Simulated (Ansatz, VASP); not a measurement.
**CrSeS (2H-CrSSe, 1 layer): VASP beside Ansatz**

Aim: how closely do two programs agree when they are given the same cell, functional and k mesh? Of the first pair: The structure shown is the start of the Ansatz relaxation below; VASP solves that cell, so the two are compared at the walk's first step.

Program: Ansatz 0.2.0. Level of theory: plane waves, with VASP 6.6.1 beside it; single point at PBE. Results are calculated unless marked as measured.

### 1. The structure

The cell holds 3 atoms: 1 Se, 1 Cr and 1 S. Cell: a = 3.125 Å, b = 3.125 Å, c = 18.148 Å, α = 90.0°, β = 90.0°, γ = 120.0°. Vacuum lies along c.

### 2. Ansatz: relaxation, PBE

Ansatz runs on its default PAW (the set named soft_2) files.

The two programs are compared at the cell with which this relaxation starts, whose forces are those of its first step.

Contents of input.yaml:

```yaml
crystal:
  lattice:
    - [3.125, 0.0, 0.0]
    - [-1.5625, 2.7063293868, 0.0]
    - [0.0, 0.0, 18.1484613491]
  atoms:
    - { symbol: Se, position: [0.3333333333, 0.6666666667, 0.4132581741] }
    - { symbol: Cr, position: [0.0, 0.0, 0.5062898443] }
    - { symbol: S, position: [0.3333333333, 0.6666666667, 0.5867418259] }
kpoints:
  mp_grid: { grid: [12, 12, 1] }
hamiltonian:
  xc: pbe
scf:
  occupations: { method: fermi_dirac, width: 0.05 }
  convergence: { dr2_threshold: 1.0e-08 }
efield:
  axis: 3
  dipole_correction: true
  ramp_position: 0.97
  ramp_width: 0.04
relax:
  f_tol: 0.01
  cell: { fix: [c, alpha, beta] }
output:
  write_potential: true
  write_density: true
  volumetric_format: npy
```

Run with:

```
$ ansatz run input.yaml --threads 2 --pin off --max-ram 4096MiB --backend cpu --events-out ev --progress --plain --runs-dir out
```

Numbers of over 12 decimals in the logs are rounded to 6 here.

Output:

```text
Warning: relax.cell: scf.convergence.dr2_threshold = 1e-8 eV is looser than the 3e-10 eV advised for a relaxation that steers and ends on the stress (1e-10 eV for each atom of the cell: 3). What an SCF threshold leaves in a stress goes as its square root, and in the free energy as the threshold itself, and one threshold admits the most on a small cell: [figures from the program's tests cut] Set scf.convergence.dr2_threshold to 3e-10 eV or tighter. The threshold is an SCF's pass mark: one that does not reach it within its budget of iterations ends unconverged, or closes short of it on a stop that the run arms, and scf.convergence.dr2_threshold's page says what that costs each kind of run
Engine: ansatz 0.2.0, aarch64-unknown-linux-gnu
Pseudopotentials: kind: paw
Pseudopotential: Se, paw, valence charge 16, recommended cutoff 420 eV (normal), Se.paw.azcp
Pseudopotential: Cr, paw, valence charge 14, recommended cutoff 420 eV (normal), Cr.paw.azcp
Pseudopotential: S, paw, valence charge 6, recommended cutoff 420 eV (normal), S.paw.azcp
Functional definition: PBE
  parameter kappa = 0.804
  parameter beta = 0.066725
  exchange = pbe_x(kappa = kappa, mu = beta*pi^2/3)
  correlation = pbe_c(beta = beta)
Crystal: 3 atoms, lattice volume = 153.487 Å³
Basis set: ecut = 420 eV, 3001 PW (Γ), exchange–correlation on 48×48×250 points (8 copies of the dense FFT grid, shifted against one another)
Bands: 22, of which v1, the nominal top of the filled ones, is band 18 counted from 1 (17 counted from 0)
Symmetry: 6 space group operations
Space group: P3m1 (ITA 156), of the structure as read, at distance tolerance 5.4e-5 Å
k-points: 19 of 144 (time reversal used)
Non-local potential: Se, projectors of the file, l = 0: 2, l = 1: 2, l = 2: 3, l = 3: 1
Non-local potential: Cr, projectors of the file, l = 0: 3, l = 1: 2, l = 2: 3, l = 3: 1
Non-local potential: S, projectors of the file, l = 0: 2, l = 1: 2, l = 2: 2
PAW form: soft (Blöchl's): semilocal exchange-correlation on the pseudo side does not see the compensation charge
PAW one-centre angular grid: Se, 590 points (default); XC on 64 Gauss nodes
PAW one-centre angular grid: Cr, 590 points (default); XC on 64 Gauss nodes
PAW one-centre angular grid: S, 110 points (default); XC on 64 Gauss nodes
Initial density: superposition of atomic densities (neutral atoms: chi_scale 0, normalization atom), corrected by the library's trained network
Initial wavefunctions: pseudopotential atomic-orbital guess
Functional: x = pbe(κ = 0.804, μ = 0.219515), c = pbe(β = 0.066725)
SCF iter   1: F=—  HF=-9750.557778 eV  |F-HF|=—  |Δ(HF+E_count)|=         —  Δρ=4.66e-3  dr2=1.53e-1  ethr=1.77e-3  p=-0.063 e·Å  D=-7.38e-2 V/Å  ΔV_dip=1.34 eV  dr2_dipole=4.04e-2  V_vac-E_F(+/−)=5.54/4.20 eV  ⟨swp⟩=8.4  Hψ=2218  notcnv=0
efield: sawtooth ramp at fractional position 0.9700 (set: `efield.ramp_position`, or a place that a band, a saddle search or an elastic batch's reference lends), width 0.0400; the density the first Hamiltonian is built on has a dipole p = -0.063 e·Å; the dipole correction subtracts the counter field D = -7.38e-2 V/Å, which shifts the + side's vacuum level by +1.34 eV against the − side's; the planar-averaged density in the ramp window peaks in size at 4.2e-5 e/Å³
preconditioner: auto → none  [insulator: Δε(μ)=0.917 eV  Ē_g=6.882 eV  σ=0.050 eV  W_gap=1.00  n_scr=12 (ndim 8)  ℏωp=12.7 eV  f_vac=0.633  D(μ)=0.00/eV (n_scr^D=0)  ε∞_Penn≈4.4]
SCF iter   2: F=—  HF=-9751.029603 eV  |F-HF|=—  |Δ(HF+E_count)|=   4.72e-1  Δρ=2.68e-2  dr2=5.81e0  ethr=4.25e-4  p=0.068 e·Å  D=8.05e-2 V/Å  ΔV_dip=-1.46 eV  dr2_dipole=1.43e0  V_vac-E_F(+/−)=4.70/6.16 eV  ⟨swp⟩=4.5  Hψ=1069  notcnv=0  recentre
SCF iter   3: F=—  HF=-9750.546801 eV  |F-HF|=—  |Δ(HF+E_count)|=   4.83e-1  Δρ=3.27e-3  dr2=2.29e-2  ethr=4.25e-4  p=-0.047 e·Å  D=-5.53e-2 V/Å  ΔV_dip=1.00 eV  dr2_dipole=1.68e-3  V_vac-E_F(+/−)=5.42/4.42 eV  ⟨swp⟩=3.7  Hψ=808  notcnv=0
SCF iter   4: F=—  HF=-9750.546800 eV  |F-HF|=—  |Δ(HF+E_count)|=   1.18e-6  Δρ=1.92e-3  dr2=6.75e-3  ethr=6.35e-5  p=-0.046 e·Å  D=-5.37e-2 V/Å  ΔV_dip=0.97 eV  dr2_dipole=4.96e-4  V_vac-E_F(+/−)=5.51/4.53 eV  ⟨swp⟩=2.0  Hψ=649  notcnv=0
SCF iter   5: F=—  HF=-9750.547685 eV  |F-HF|=—  |Δ(HF+E_count)|=   8.85e-4  Δρ=8.44e-4  dr2=8.64e-4  ethr=1.88e-5  p=-0.042 e·Å  D=-5.01e-2 V/Å  ΔV_dip=0.91 eV  dr2_dipole=1.08e-9  V_vac-E_F(+/−)=5.48/4.57 eV  ⟨swp⟩=1.4  Hψ=435  notcnv=0
SCF iter   6: F=—  HF=-9750.548149 eV  |F-HF|=—  |Δ(HF+E_count)|=   4.64e-4  Δρ=2.94e-4  dr2=7.71e-5  ethr=2.40e-6  p=-0.042 e·Å  D=-4.91e-2 V/Å  ΔV_dip=0.89 eV  dr2_dipole=1.33e-7  V_vac-E_F(+/−)=5.48/4.59 eV  ⟨swp⟩=2.0  Hψ=550  notcnv=0
[...]
SCF iter   6: F=-9750.595191 eV  HF=-9750.595191 eV  |F-HF|=1.16e-9  |Δ(HF+E_count)|=  1.04e-10  Δρ=8.42e-7  dr2=1.69e-9  ethr=2.78e-11  p=-0.039 e·Å  D=-4.62e-2 V/Å  ΔV_dip=0.84 eV  dr2_dipole=6.42e-12  V_vac-E_F(+/−)=5.54/4.70 eV  ⟨swp⟩=7.9  Hψ=2866  notcnv=0
SCF 6 converged in 6 iterations: F = -9750.595191 eV  dr2 = 1.69e-9
relax step   6: F+E_penalty+E_count = -9750.59519100 eV  Δ(F+E_penalty+E_count) = -5.094e-6 eV  max|allowed force component| = 1.463e-4 eV/Å  Δτ_max = 0.0004 Å  P = -0.001 GPa  Ω = 153.641 Å³  energy of the carried Pulay correction = -7.645e-6 eV  fix = [c, alpha, beta]  reactions: c -0.001 GPa  (6 SCF iters, accepted)
Initial wavefunctions: pseudopotential atomic-orbital guess (no wavefunctions were taken with the density)
iter 1 solved again at ethr=7.07e-7 eV; its pass at ethr=3.10e-3 eV (dr2=2.54e-4 eV) is discarded
SCF iter   1: F=—  HF=-9750.595139 eV  |F-HF|=—  |Δ(HF+E_count)|=         —  Δρ=1.87e-5  dr2=2.60e-8  ethr=7.07e-7  p=-0.039 e·Å  D=-4.62e-2 V/Å  ΔV_dip=0.84 eV  dr2_dipole=1.16e-11  V_vac-E_F(+/−)=5.54/4.70 eV  ⟨swp⟩=3.9  Hψ=3460  notcnv=0
efield: sawtooth ramp at fractional position 0.9700 (set: `efield.ramp_position`, or a place that a band, a saddle search or an elastic batch's reference lends), width 0.0400; the density the first Hamiltonian is built on has a dipole p = -0.039 e·Å; the dipole correction subtracts the counter field D = -4.62e-2 V/Å, which shifts the + side's vacuum level by +0.84 eV against the − side's; the planar-averaged density in the ramp window peaks in size at 7.6e-6 e/Å³
eigensolver tolerance schedule: the retry pair's looser diagonalisation over-reported the residual by 9782.45 of it (diagonalisation noise at an unbounded share of the residual, at the tolerance the schedule requests for it); recorded, not acted on — ethr = c·dr2/N_el stays at c = 1.0e-1
SCF iter   2: F=—  HF=-9750.595162 eV  |F-HF|=—  |Δ(HF+E_count)|=   2.32e-5  Δρ=1.41e-5  dr2=3.03e-7  ethr=7.23e-11  p=-0.039 e·Å  D=-4.62e-2 V/Å  ΔV_dip=0.84 eV  dr2_dipole=1.47e-10  V_vac-E_F(+/−)=5.54/4.70 eV  ⟨swp⟩=4.1  Hψ=1149  notcnv=0
SCF iter   3: F=—  HF=-9750.595169 eV  |F-HF|=—  |Δ(HF+E_count)|=   7.09e-6  Δρ=9.96e-6  dr2=8.47e-8  ethr=7.23e-11  p=-0.039 e·Å  D=-4.62e-2 V/Å  ΔV_dip=0.84 eV  dr2_dipole=6.51e-10  V_vac-E_F(+/−)=5.54/4.70 eV  ⟨swp⟩=2.2  Hψ=660  notcnv=0
SCF iter   4: F=—  HF=-9750.595182 eV  |F-HF|=—  |Δ(HF+E_count)|=   1.30e-5  Δρ=5.08e-6  dr2=2.83e-8  ethr=7.23e-11  p=-0.039 e·Å  D=-4.62e-2 V/Å  ΔV_dip=0.84 eV  dr2_dipole=7.11e-9  V_vac-E_F(+/−)=5.54/4.70 eV  ⟨swp⟩=2.6  Hψ=579  notcnv=0
SCF iter   5: F=-9750.595197 eV  HF=-9750.595186 eV  |F-HF|=1.05e-5  |Δ(HF+E_count)|=   4.50e-6  Δρ=3.62e-6  dr2=3.61e-9  ethr=2.78e-11  p=-0.039 e·Å  D=-4.62e-2 V/Å  ΔV_dip=0.84 eV  dr2_dipole=5.86e-10  V_vac-E_F(+/−)=5.54/4.70 eV  ⟨swp⟩=8.6  Hψ=2834  notcnv=0
SCF 7 converged in 5 iterations: F = -9750.595197 eV  dr2 = 3.61e-9
relax step   7: F+E_penalty+E_count = -9750.59519688 eV  Δ(F+E_penalty+E_count) = -5.878e-6 eV  max|allowed force component| = 1.609e-4 eV/Å  Δτ_max = 0.0000 Å  P = +0.000 GPa  Ω = 153.641 Å³  fix = [c, alpha, beta]  reactions: c -0.000 GPa  stress off target by 2.67e-4 GPa on what of the cell is left free  SCF on the basis re-selected at this cell (its energy is not comparable with the rows above)  (5 SCF iters)
basis re-selected at this cell: Δ(F+E_penalty+E_count) = -5.878e-6 eV, ΔP = +0.001 GPa vs the last step (what re-selecting the basis moved, of the pressure what is left beyond the Pulay correction that the steps carried, after the strain that the cell walked since its last selection, with what the two solves' SCF thresholds leave and, on support functions, any second-order correction that the steps lacked; it is no m [...]
WARN: The output density's exchange-correlation potential varies sharply where the density is thin. Do not read a vacuum level from v_tot or v_xc, or from such a field of the output density. On a cell that repeats whose density bears no net charge and no dipole along the vacuum's axis use v_es (v_loc + v_h of the components); under efield.dipole_correction with no amplitude use v_es + v_field, which holds any externa [...]
SCF converged after 5 iterations
Free energy (F): -9750.595197 eV
Harris-Foulkes:  -9750.595186 eV  (|F-HF|=1.05e-5)
Internal energy: -9750.595178 eV  (E = F + TS)
E sigma→0 (E₀):  -9750.595188 eV
Entropy (-TS):   -0.000019 eV (-0.006 meV/atom)
Fermi energy:    0.346269 eV
Dipole field:    D = -0.046188 V/Å  (p = -0.039217 e·Å, saw-weighted, corrected)
Work function:   Φ+ = 5.5378 eV   Φ− = 4.6995 eV
Levels:          The Fermi level and band energies are counted from a zero that moves with the ramp; work functions are not
--- Per-component energies (eV) ---
  E_band       = -968.669667
  E_kinetic    = 569.744145
  E_local      = -28529.975428  (includes V_loc(G=0)·N_el)
  E_nonlocal   = -488.342131
  E_hartree    = 13935.195714
  E_xc         = -341.680973
  E_vxc        = -364.739750  (∫ρ·V_xc dr)
  E_paw        = -3706.542140  (= ΣΔE_a)
  E_vpaw       = -25.424109  (= ΣTr[D̂ρ^β])
  E_aug_tail   = -0.000206  (compensation charges beyond the density's cutoff)
  E_efield     = 0.000906  (sawtooth field / dipole correction)
  E_vefield    = -0.326730  (∫n·V_field dr)
  E_ewald      = 8811.004936
  E_smearing   = -0.000019  (= −TS)
  E_closure    = -0.000000  (closes the sum)
  Σ components = -9750.595197   (vs F -9750.595197, Δ=0.00e0)
--- Forces (eV/Å), atoms counted from 1 ---
  atom   1  Se     0.00000000     0.00000000     0.00015816
  atom   2  Cr     0.00000000    -0.00000000    -0.00013066
  atom   3  S      0.00000000     0.00000000    -0.00003573
  max |Σ_I F_I| component: 8.22e-6 eV/Å
--- Stress (GPa, compression-positive) ---
        0.000267       0.000000      -0.000000
        0.000000       0.000267       0.000000
       -0.000000       0.000000      -0.000235
  P = ⅓ Tr σ = 0.0001 GPa (0.001 kbar)
--- Band table (eV; the first three rows and the last of 19) ---
  k-point 0: bands = [... 14 lower, -2.0383, -1.0054, -1.0054, -0.0939, 2.6161, 2.6161, 3.0093, 3.0093]
  k-point 1: bands = [... 14 lower, -1.9968, -1.1099, -1.0573, -0.1131, 2.3378, 2.4953, 2.6014, 2.9036]
  k-point 2: bands = [... 14 lower, -1.9306, -1.3121, -1.2507, -0.2459, 1.6630, 1.9780, 2.2772, 2.9252]
  k-point 18: bands = [... 14 lower, -3.5032, -3.5007, -1.7526, -0.1163, 0.7369, 1.7933, 1.9165, 3.2965]
--- Relaxed structure (6 steps of the walk, 6 accepted, 1 SCFs on fresh bases) ---
  F+E_penalty+E_count = -9750.59519688 eV   max|allowed force component| = 1.609e-4 eV/Å   (the final SCF, on the basis selected at the relaxed cell)
  cell:  # Å, volume = 153.6409 Å³
    - [3.126570, 0, 0]
    - [-1.563285, 2.707689, 0]
    - [0, 0, 18.1484613491]
  atoms:
    - { symbol: Se, position: [0.333333, 0.666667, 0.416620] }
    - { symbol: Cr, position: [-1.6651219766797099e-19, -3.700743415524894e-17, 0.505515] }
    - { symbol: S, position: [0.333333, 0.666667, 0.584154] }
```

The column dr2 measures how far the density is from self-consistency, as an energy; F and HF (Harris–Foulkes) agree once it is small.

### 3. VASP: single point, PBE, start cell, pair 1

The same cell, functional, mesh and smearing now go to VASP, with its own data sets.

Lines of VASP's logs that name or quote its potential files are left out, and so is its time.

Contents of INCAR:

```
SYSTEM = CrSeS
PREC = Accurate
ENCUT = 400
EDIFF = 1E-06
NELM = 120
ISMEAR = -1
SIGMA = 0.05
LREAL = .FALSE.
ALGO = Normal
GGA = PE
NBANDS = 18
LASPH = .TRUE.
LORBIT = 11
LWAVE = .FALSE.
LCHARG = .FALSE.
ISIF = 2
LDIPOL = .TRUE.
IDIPOL = 3
DIPOL = 0.5 0.5 0.502
LVHAR = .TRUE.
GGA_COMPAT = .FALSE.
EFERMI = MIDGAP
NELMDL = -8
```

Contents of POSCAR:

```
CrSeS
1.0
    3.1250000000      0.0000000000      0.0000000000
   -1.5625000000      2.7063290000      0.0000000000
    0.0000000000      0.0000000000     18.1484610000
Se Cr S
1 1 1
Direct
    0.3333334565      0.6666669130      0.4132581821
    0.0000000000      0.0000000000      0.5062898722
    0.3333334565      0.6666669130      0.5867418179
```

Contents of KPOINTS:

```
Automatic mesh
0
Gamma
12 12 1
0 0 0
```

The projector-augmented-wave data sets are Se, Cr_pv and S (PBE family, release 64).

Run with:

```
$ mpirun -np 1 vasp_std
```

Output:

```text
[banner, memory and clock lines left out]
running    1 mpi-ranks, on    1 nodes
 distrk:  each k-point on    1 cores,    1 groups
 distr:  one band on    1 cores,    1 groups

 POSCAR found type information on POSCAR SeCrS
 POSCAR found :  3 types and       3 ions
 LDA part: xc-table for (Slater+PW92), standard interpolation
 POSCAR, INCAR and KPOINTS ok, starting setup
 FFT: planning ... GRIDC
 FFT: planning ... GRID_SOFT
 FFT: planning ... GRID
 WAVECAR not read
 entering main loop
       N       E                     dE             d eps       ncg     rms          rms(c)
DAV:   1     0.140735534472E+03    0.14074E+03   -0.10861E+04   844   0.884E+02
DAV:   2    -0.900463032414E+01   -0.14974E+03   -0.14717E+03   842   0.245E+02
DAV:   3    -0.215587975241E+02   -0.12554E+02   -0.12465E+02   812   0.670E+01
DAV:   4    -0.218551947511E+02   -0.29640E+00   -0.29623E+00   856   0.111E+01
DAV:   5    -0.218637069387E+02   -0.85122E-02   -0.85119E-02   978   0.166E+00
DAV:   6    -0.218638607816E+02   -0.15384E-03   -0.15384E-03   912   0.197E-01
DAV:   7    -0.218638639163E+02   -0.31347E-05   -0.31345E-05  1024   0.262E-02
DAV:   8    -0.218638639867E+02   -0.70438E-07   -0.70546E-07   688   0.352E-03    0.182E+01
DAV:   9    -0.303251155339E+02   -0.84613E+01   -0.15059E+02   742   0.766E+01    0.363E+01
DAV:  10    -0.189227254934E+02    0.11402E+02   -0.88101E+01   794   0.762E+01    0.641E+00
DAV:  11    -0.188895531216E+02    0.33172E-01   -0.30981E+00   740   0.100E+01    0.346E+00
DAV:  12    -0.188105346641E+02    0.79018E-01   -0.33061E-01   786   0.382E+00    0.177E+00
DAV:  13    -0.188000928777E+02    0.10442E-01   -0.31945E-02   848   0.114E+00    0.446E-01
DAV:  14    -0.187991426898E+02    0.95019E-03   -0.11944E-02   812   0.808E-01    0.256E-01
[...]
DAV:  20    -0.187989520781E+02   -0.58636E-04   -0.13867E-05   758   0.195E-02    0.783E-03
DAV:  21    -0.187989886409E+02   -0.36563E-04   -0.98885E-06   736   0.119E-02    0.557E-03
DAV:  22    -0.187990141347E+02   -0.25494E-04   -0.16225E-06   714   0.838E-03    0.326E-03
DAV:  23    -0.187990379982E+02   -0.23864E-04   -0.24565E-06   676   0.598E-03    0.309E-03
DAV:  24    -0.187990597850E+02   -0.21787E-04   -0.73038E-07   656   0.293E-03    0.206E-03
DAV:  25    -0.187990733132E+02   -0.13528E-04   -0.68864E-07   632   0.284E-03    0.495E-04
DAV:  26    -0.187990762187E+02   -0.29055E-05   -0.18151E-07   574   0.138E-03    0.126E-04
DAV:  27    -0.187990769345E+02   -0.71585E-06   -0.34993E-08   464   0.669E-04
   1 F= -.18799077E+02 E0= -.18799071E+02  d E =-.118658E-04
```

From OUTCAR (step 3):

```text
ion  position               nearest neighbor table
   1  0.333  0.667  0.413-   2 2.47   2 2.47   2 2.47
   2  0.000  0.000  0.506-   3 2.32   3 2.32   3 2.32   1 2.47   1 2.47   1 2.47
   3  0.333  0.667  0.587-   2 2.32   2 2.32   2 2.32

  LATTYP: Found a hexagonal cell.
 ALAT       =     3.1250000000
 C/A-ratio  =     5.8075075200

 Subroutine GETGRP returns: Found  6 space group operations
 (whereof  6 operations were pure point group operations)

The static configuration has the point symmetry C_3v.

 Found     19 irreducible k-points:

   k-points           NKPTS =     19   k-points in BZ     NKDIM =     19   number of bands    NBANDS=     18

   dimension x,y,z NGX =    20 NGY =   20 NGZ =  120
   dimension x,y,z NGXF=    40 NGYF=   40 NGZF=  240

   ENCUT  =  400.0 eV  29.40 Ry    5.42 a.u.   5.10  5.10 29.60*2*pi/ulx,y,z

   NELECT =      24.0000    total number of electrons

 k-points in reciprocal lattice and weights: Automatic mesh
   0.00000000  0.00000000  0.00000000       0.007
   0.08333333  0.00000000  0.00000000       0.042
   0.16666667  0.00000000  0.00000000       0.042
   0.25000000  0.00000000  0.00000000       0.042
   0.33333333  0.00000000  0.00000000       0.042
   0.41666667  0.00000000  0.00000000       0.042
   0.50000000  0.00000000  0.00000000       0.021
   0.08333333  0.08333333  0.00000000       0.042
   0.16666667  0.08333333  0.00000000       0.083
[...]
0.33333333  0.25000000  0.00000000       0.083
   0.33333333  0.33333333  0.00000000       0.014

 dipolmoment           0.000000      0.000000      0.039741 electrons x Angstroem

 average (electrostatic) potential at core
       1 -59.9484       2 -78.2593       3 -92.9551

 E-fermi :  -1.1398

 k-point     1 :       0.0000    0.0000    0.0000
  band No.  band energies     occupation
    ...
      8      -3.3241      2.00000
      9      -3.3241      2.00000
     10      -2.3248      2.00000
     11      -2.3248      2.00000
     12      -1.6852      1.99996
     13       1.0701      0.00000
     14       1.0701      0.00000
     15       1.4063      0.00000
     16       1.4063      0.00000
     17       2.9019      0.00000
    ...

 k-point     2 :       0.0833    0.0000    0.0000
  band No.  band energies     occupation
    ...
      8      -3.4573      2.00000
      9      -3.2924      2.00000
     10      -2.4337      2.00000
     11      -2.4170      2.00000
     12      -1.6914      1.99997
     13       0.7814      0.00000
     14       0.8771      0.00000
     15       1.0423      0.00000
     16       1.3062      0.00000
     17       3.0644      0.00000
    ...

 k-point     3 :       0.1667    0.0000    0.0000
  band No.  band energies     occupation
    ...
      8      -3.8103      2.00000
      9      -3.2624      2.00000
     10      -2.7874      2.00000
     11      -2.5798      2.00000
     12      -1.7968      2.00000
     13       0.0100      0.00000
     14       0.4183      0.00000
     15       0.7104      0.00000
     16       1.3181      0.00000
     17       3.4810      0.00000
    ...

  Total       -0.8071444     -0.8071441     -2.6371771      0.0000000      0.0000000      0.0000000
  in kB       -8.4254167     -8.4254143    -27.5283045      0.0000000      0.0000000      0.0000000
  external PRESSURE =     -14.7930452 kB  Pullay stress =       0.0000000 kB

  energy-cutoff  :      400.00
  volume of cell :      153.49
      direct lattice vectors                 reciprocal lattice vectors
     3.125000000  0.000000000  0.000000000     0.320000000  0.184752113  0.000000000
    -1.562500000  2.706329000  0.000000000     0.000000000  0.369504225  0.000000000
     0.000000000  0.000000000 18.148461000     0.000000000  0.000000000  0.055101091

 POSITION                                       TOTAL-FORCE (eV/Angst)
 -----------------------------------------------------------------------------------
      0.00000      1.80422      7.50000         0.000000     -0.000000      0.930761
      0.00000      0.00000      9.18838        -0.000000      0.000000     -0.292111
      0.00000      1.80422     10.64846         0.000000      0.000000     -0.638650
 -----------------------------------------------------------------------------------
    total drift:                                0.000000     -0.000540      0.000701

  FREE ENERGIE OF THE ION-ELECTRON SYSTEM (eV)
  ---------------------------------------------------
  free  energy   TOTEN  =       -18.7990769345 eV

  energy  without entropy=      -18.7990650687  energy(sigma->0) =      -18.79907100

 vacuum level on the upper side and lower side of the slab         4.326         3.475

 total charge
# of ion       s       p       d       tot
------------------------------------------
    1        1.488   2.279   0.057   3.824
    2        0.300   6.323   4.223  10.846
    3        1.368   2.298   0.000   3.667
--------------------------------------------------
tot          3.156  10.900   4.280  18.336

[... 3 further parts left out ...]
```

This run has no spin polarisation, so a moment on Cr, if there is one, isn't seen.

(Part 1 of 2 ends here.)

[Lines on the potential files, build, host, timing and source positions are cut from VASP's logs without a mark.]

[Logs are printed without paths, hosts, clocks, repeated set-up lines and the standing remarks that a program may print on its own settings, such as how far it seeks lower states.]

[Hosts, paths, dates, database ids (printed as entryN), source tags and the programs' standing remarks are cut or masked in the printed files.]
